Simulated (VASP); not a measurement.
Shape and ions are relaxed at each volume.

Energy against volume of Sb (a7). These are AM05 GGA, VASP's PBE PAW potentials (set 64) (plane waves; VASP) values and carry that method's errors.

```csv
V (Å³/atom),E (eV/atom)
28.284,-4.25720
29.187,-4.26882
30.089,-4.27186
30.992,-4.26839
31.895,-4.25975
```

Question: Fit a third-order Birch-Murnaghan equation of state.

Answer: 
| Quantity | Value |
|---|---|
| volume per atom | 30.02 Å³/atom |
| bulk modulus | 39.6 GPa |
| pressure derivative of the bulk modulus | 7.52 |

Measured: bulk modulus 39.5 GPa at 0 K (computed value off by +0.2 %), as given by K. Lejaeghere et al., Critical reviews in solid state and materials sciences/CRC critical reviews in solid state and materials sciences (2013), arXiv:1204.2733 [extrapolated to 0 K and zero-point effects removed (source: thermally corrected experimental values)].

The compound is Sb in the a7 structure. It was relaxed first.
